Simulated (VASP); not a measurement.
**LiCrF3: single point with PBE**

The system is LiCrF3.

```
Li Cr F
1.0
     4.09620    0.00000    0.00000
     0.00000    4.09620    0.00000
     0.00000    0.00000    4.09620
Li Cr F
1 1 3
Direct
  0.50000 0.50000 0.50000
  0.00000 0.00000 0.00000
  0.50000 0.00000 0.00000
  0.00000 0.50000 0.00000
  0.00000 0.00000 0.50000
```

The cell was built by a generator and needn't be a form met in nature.

```json
{
  "Program": "VASP 6.6.1",
  "Task": "single point",
  "Functional": "PBE",
  "Potentials or basis": "VASP PAW PBE potentials, release 64 (Li_sv, Cr_pv, F)",
  "Cutoff": "520 eV",
  "k mesh": "10 × 10 × 10",
  "Occupations": "gaussian, width 0.1 eV",
  "Spin": "collinear spin, typed start",
  "Starting moments": "[0.0, 3.46, 0.0, 0.0, 0.0] μB"
}
```

| Item | Value |
| --- | --- |
| Band gap on the k mesh | none (metal or under the smearing width) |
| Net moment | 3.96 μB per cell |
| Site moments | Li +0.00; Cr +3.66; F +0.02 μB |
| Valence electrons inside the program's atomic spheres | Li 2.00; Cr 10.52; F 6.09 |

Levels at points of the mesh, in eV from the Fermi level:
Spin up:
```csv
k point,band 18,band 19,band 20,band 21,band 22,band 23
"(0.00, 0.00, 0.00)",-2.16,-2.16,-0.88,-0.88,-0.57,5.30
"(0.50, 0.00, 0.00)",-1.54,-1.54,-0.87,-0.04,2.09,2.18
"(0.50, 0.50, 0.00)",-1.53,-1.13,-0.45,1.28,3.21,3.21
"(0.50, 0.50, 0.50)",-1.13,-1.13,1.28,1.28,3.31,4.74
```
Spin down:
| k point | band 14 | band 15 | band 16 | band 17 | band 18 | band 19 |
| --- | --- | --- | --- | --- | --- | --- |
| (0.00, 0.00, 0.00) | -6.45 | -6.45 | -6.45 | -0.35 | 1.43 | 1.43 |
| (0.50, 0.00, 0.00) | -6.66 | -6.45 | -6.45 | 1.48 | 1.65 | 1.95 |
| (0.50, 0.50, 0.00) | -6.92 | -6.92 | -5.98 | 2.04 | 2.04 | 2.31 |
| (0.50, 0.50, 0.50) | -5.97 | -5.97 | -5.97 | 2.45 | 2.45 | 2.45 |

Wall time 3.2 min on 1 thread of Intel(R) Xeon(R) Platinum 8488C (Sapphire Rapids), on a shared host, peak memory 0.3 GiB.

Caveat: a cell with one magnetic atom can't hold antiferromagnetic order, which such compounds often take; semilocal functionals often make such compounds metallic where correlation or magnetic order opens a gap, which also shifts bond lengths. With open d or f shells a metallic result of PBE can be an artefact of self-interaction; +U or a hybrid may open a gap.
